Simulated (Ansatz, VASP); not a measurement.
# Li2Si4O9 in two plane-wave programs, part 4 of 4

One calculation is typed for both programs; each brings its own data sets. How far apart do they land? Of the first pair: The structure shown is frame 67 of Ansatz's trajectory.

VASP 6.6.1 and Ansatz 0.2.0.

So far. Step 6 (VASP: single point, PBE, pair 2): The run ends at a pressure of 2.04 GPa, with forces up to 12 eV/Å.

## Step 9: VASP: single point, PBE, pair 3

Level of this step: PBE; plane waves and PAW (Si, Li_sv, O) (VASP).

The same cell, functional, mesh and smearing now go to VASP, with its own data sets.

INCAR

```
SYSTEM = Li2Si4O9
PREC = Accurate
ENCUT = 650
EDIFF = 1E-06
NELM = 120
ISMEAR = 0
SIGMA = 0.025
LREAL = Auto
ALGO = Normal
GGA = PE
NBANDS = 248
LORBIT = 11
LWAVE = .FALSE.
LCHARG = .FALSE.
ISIF = 2
LASPH = .TRUE.
GGA_COMPAT = .FALSE.
EFERMI = MIDGAP
NCORE = 2
```

POSCAR

```
Li2Si4O9
1.0
    9.9741000000      0.0000000000      0.0000000000
    0.0000000000      9.9741000000      0.0000000000
    0.0000000000      0.0000000000      9.9741000000
Si Li O
20 10 45
Direct
    0.1882475612      0.4858583732      0.5126577837
    0.2245415626      0.3919250860      0.9702930590
    0.7484986114      0.5572031562      0.1414363201
    0.8927823062      0.0553132613      0.9978644690
    0.1561544400      0.1270590830      0.8225905094
    0.9144183435      0.8326265026      0.1916363381
    0.6509760279      0.9421100651      0.8666145316
    0.3529040214      0.9049438045      0.9839985563
    0.3302553614      0.0142268475      0.2946832296
    0.8512848277      0.2742202304      0.2200499293
    0.0349705738      0.7000832155      0.4030238317
    0.0782025446      0.5352061840      0.7592263964
    0.6256003048      0.5972769473      0.4321793445
    0.5451118397      0.2217342918      0.2378961510
    0.6482289129      0.0810198414      0.5803631405
    0.3282802458      0.7117935453      0.7741049318
    0.5185731043      0.4987517671      0.9061669725
    0.4734061219      0.3335138007      0.4965961841
    0.4550686277      0.8408177179      0.5052786718
    0.1530363642      0.2766465145      0.2793033958
    0.8914187746      0.5686528108      0.5596795701
    0.8267512858      0.7571008913      0.6364082975
    0.1614581767      0.8909375282      0.5359481056
    0.0194904803      0.2015620457      0.5584564021
    0.5806939975      0.5478890326      0.6525400788
    0.7164255422      0.2157588153      0.9620717659
    0.7974052797      0.6945488816      0.8797385228
    0.4183936395      0.1191485949      0.7924123480
    0.7962823713      0.9203436902      0.4552089913
    0.9798277539      0.5218014658      0.2314294022
    0.8737229424      0.1731083506      0.0877973953
    0.1937919211      0.3095016092      0.1238808514
    0.9133255131      0.5913516006      0.7290983648
    0.6500235610      0.5591481938      0.0245836717
    0.1970102566      0.6350948958      0.4458948677
    0.9607282863      0.9269106987      0.0710540299
    0.5213202194      0.8906066713      0.9597557674
    0.7944275674      0.8866263623      0.2731374259
    0.1350999088      0.1021846583      0.6642804865
    0.4882646053      0.6833498762      0.4747295495
    0.2059333674      0.1114386260      0.3130106977
    0.5952115980      0.4493237485      0.4922749922
    0.3656069219      0.8131861521      0.6531717147
    0.6038640078      0.0409059464      0.7445684322
    0.9838481668      0.2310283635      0.3156976569
    0.5873913436      0.9453685044      0.5208891028
    0.9755867697      0.5544861190      0.4027030008
    0.9909565775      0.8243450537      0.4950321332
    0.1670727183      0.3876540239      0.3869822841
    0.4883448131      0.0729790157      0.2835844838
    0.3386470960      0.9552741601      0.1511615083
    0.5802628809      0.3875637902      0.8038218987
    0.8063885463      0.0942841961      0.5541251842
    0.7005043062      0.2485136504      0.2762555017
    0.0601959074      0.7633370429      0.2536068417
    0.4395484304      0.2993352784      0.3413039773
    0.6501839765      0.5677604997      0.2740999188
    0.4634703883      0.6247982274      0.8031301070
    0.2380866444      0.2555418534      0.8530895018
    0.0897023290      0.4657061790      0.9153307065
    0.2712826220      0.7562687360      0.9273618672
    0.8541522543      0.4195767037      0.1625309552
    0.2706008562      0.0374369617      0.9143782396
    0.7210675650      0.0461395013      0.9649091146
    0.7345023611      0.6763216731      0.5235961139
    0.5378129355      0.2820505108      0.0846291896
    0.3420559248      0.4128192017      0.5616045558
    0.3677524789      0.4653151663      0.9970724176
    0.8430835865      0.6973160486      0.1109172757
    0.5182322215      0.2122597528      0.5756509359
    0.9878485277      0.0814409320      0.8710560351
    0.3402612767      0.9462507895      0.4435387654
    0.0915270551      0.4401098846      0.6227128262
    0.7137586349      0.8181389800      0.7903871026
    0.2064847956      0.6312950542      0.7352643346
```

KPOINTS

```
Automatic mesh
0
Gamma
1 1 1
0 0 0
```

The projector-augmented-wave data sets are Si, Li_sv and O (PBE family, release 64).

On the command line:

```console
> mpirun -np 8 vasp_gam
```

Numbers of over 12 decimals in the logs are rounded to 6 here.

Output:

```text
[... set-up lines as in an earlier step ...]
 entering main loop
       N       E                     dE             d eps       ncg     rms          rms(c)
DAV:   1     0.438640556348E+04    0.43864E+04   -0.24198E+05   496   0.185E+03
DAV:   2    -0.146468142367E+03   -0.45329E+04   -0.43179E+04   608   0.437E+02
DAV:   3    -0.578588261526E+03   -0.43212E+03   -0.42875E+03   592   0.146E+02
DAV:   4    -0.603446742415E+03   -0.24858E+02   -0.24729E+02   824   0.281E+01
[...]
DAV:  17    -0.528394100723E+03   -0.85697E-05   -0.10121E-04   672   0.259E-02    0.157E-02
DAV:  18    -0.528394101624E+03   -0.90101E-06   -0.12924E-05   632   0.818E-03    0.995E-03
DAV:  19    -0.528394102594E+03   -0.97021E-06   -0.31645E-06   488   0.569E-03
   1 F= -.52839410E+03 E0= -.52839410E+03  d E =0.000000E+00
```

Parts of OUTCAR (step 9):

```text
  Total      -30.2426034     17.7753211     14.9335174     10.3145730     14.7818196     11.2713169
  in kB      -48.8324600     28.7016512     24.1130163     16.6548484     23.8680712     18.1996941
  external PRESSURE =       1.3274025 kB  Pullay stress =       0.0000000 kB

 POSITION                                       TOTAL-FORCE (eV/Angst)
 -----------------------------------------------------------------------------------
      1.87760      4.84600      5.11330         5.826043      0.057898     -3.588892
      2.23960      3.90910      9.67780         1.877910     -3.736392      1.276317
      7.46560      5.55760      1.41070         0.718914      1.831298      2.685139
      8.90470      0.55170      9.95280         0.448350     -4.943515     -2.316046
      1.55750      1.26730      8.20460        -3.496270     -4.570957     -1.617214
      9.12050      8.30470      1.91140        -0.225577     -2.011969      0.228921
      6.49290      9.39670      8.64370        -1.952220     -1.592088     -2.244856
      3.51990      9.02600      9.81450        -0.676106      0.374832      1.963188
      3.29400      0.14190      2.93920         3.398598      2.387305      0.185563
      8.49080      2.73510      2.19480        -0.253601     -4.823294      1.503107
      0.34880      6.98270      4.01980         2.859328      1.214535      0.738275
      0.78000      5.33820      7.57260        -4.953504      0.730849      0.270842
      6.23980      5.95730      4.31060         1.324911      1.174386     -0.678833
      5.43700      2.21160      2.37280        -1.836746      0.614040     -3.107068
[...]
-----------------------------------------------------------------------------------
    total drift:                               -0.006638     -0.018452     -0.001845

  FREE ENERGIE OF THE ION-ELECTRON SYSTEM (eV)
  ---------------------------------------------------
  free  energy   TOTEN  =      -528.3941025942 eV

  energy  without entropy=     -528.3941025942  energy(sigma->0) =     -528.39410259

[... 2 parts as in an earlier step ...]

[... 1 further part left out ...]
[key lines of the parts left out:]
E-fermi :   3.5787
```

The run ends at a pressure of 0.13 GPa, with forces up to 7.2 eV/Å.

## Step 10: Side by side

Forces on 10 of the 75 atoms, those with the largest forces and the largest differences (eV/Å; atoms numbered as in POSCAR):

| atom | Ansatz x, y, z | VASP x, y, z |
| --- | --- | --- |
| Si1 | 5.795, 0.129, -3.571 | 5.826, 0.058, -3.589 |
| Si5 | -3.479, -4.518, -1.667 | -3.496, -4.571, -1.617 |
| Si6 | -0.312, -1.950, 0.301 | -0.226, -2.012, 0.229 |
| Si17 | 0.158, -1.985, 0.944 | 0.148, -1.905, 1.052 |
| O31 | -0.394, 6.023, 3.784 | -0.403, 6.042, 3.812 |
| O34 | -3.799, -0.847, -5.287 | -3.855, -0.865, -5.351 |
| O51 | -1.210, -3.889, -4.921 | -1.215, -3.918, -4.972 |
| O52 | -0.417, 1.899, 1.378 | -0.369, 1.816, 1.296 |
| O59 | 0.759, 5.930, 2.287 | 0.773, 5.994, 2.323 |
| O70 | 3.216, -5.394, 2.197 | 3.253, -5.450, 2.206 |

The forces differ by 35 meV/Å r.m.s., which is 1.7 % of the r.m.s. force of 1.985 eV/Å (both taken over all components).

## Step 11: Summary of results

```
r.m.s. force difference (single point, PBE, pair 1) : 1.6 % of the r.m.s. force
r.m.s. force difference (single point, PBE, pair 2) : 1.7 % of the r.m.s. force
r.m.s. force difference (single point, PBE, pair 3) : 1.7 % of the r.m.s. force
```

What this shows: The r.m.s. force difference is 1.7 % of the r.m.s. force (single point, PBE, pair 3), within the 3 % picked in this series as the mark of a large difference. Such differences can come from data sets, numerical settings and the points named under the comparisons, not from the functional's error against experiment.

[Lines on the potential files, build, host, timing and source positions are cut from VASP's logs without a mark.]

[Logs are printed without paths, hosts, clocks, repeated set-up lines and the standing remarks that a program may print on its own settings, such as how far it seeks lower states.]

[Hosts, paths, dates, database ids (printed as entryN), source tags and the programs' standing remarks are cut or masked in the printed files.]
